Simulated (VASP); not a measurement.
An input for Ansatz (written as the equivalent of a VASP run, and not itself run):

Ansatz 0.2 input:
```yaml
crystal:
  lattice:
    - [-2.5100000, 2.5100000, 2.5100000]
    - [2.5100000, -2.5100000, 2.5100000]
    - [2.5100000, 2.5100000, -2.5100000]
  atoms:
    - { symbol: Ba, position: [0.0000000, 0.0000000, 0.0000000] }
kpoints:
  mp_grid: { grid: [9, 9, 9] }
hamiltonian:
  xc: pbe
  pseudopotentials: { kind: paw }
scf:
  occupations: { method: methfessel_paxton, width: 0.1 }
  max_iter: 100
output: { forces: true, stress: true, eigenvalues: true }
```

**Question.** Translate this input to VASP (INCAR, KPOINTS, POSCAR, choice of POTCAR).

**Answer.** This is not unique; one that fits is 
**KPOINTS**
```
Regular mesh
0
gamma
 9 9 9
0 0 0
```

File POSCAR:
```
Ba
2.510
 -1.0000000000   1.0000000000   1.0000000000
  1.0000000000  -1.0000000000   1.0000000000
  1.0000000000   1.0000000000  -1.0000000000
Ba
1
Direct
  0.0000000000   0.0000000000   0.0000000000
```

INCAR:
```
! general
SYSTEM =Ba
PREC   =Accurate
ENCUT  =450   ! plane-wave cut-off (eV)
LREAL  =.False.   ! projection in real space or not
LASPH  =.True.

! electronic loop
EDIFF  =1E-6   ! SCF stop (eV)
NELM   =100
ALGO   =Normal   ! blocked Davidson
LMAXMIX=4

! smearing
ISMEAR =1
SIGMA  =0.1   ! width (eV)

! functional
GGA    =PE

! ions
ISIF   =2   ! forces and stress, cell fixed

! output
LWAVE  =.False.
LCHARG =.False.
```

POTCAR, in this order: Ba_sv (PBE.64 set). Program: vasp_std.

Limits of the translation: each code has its own PAW files, so the cut-off isn't converted (ENCUT is set for VASP's; basis.ecutwfc is left out, and Ansatz then takes the one that its files recommend); Ansatz stops its SCF on the density residual and VASP on the energy change (EDIFF).

The compound is Ba in the bcc structure. The cell was not relaxed at this level. The run is one of a series of settings (ENCUT = 450 against the base run), some of them coarse on purpose.
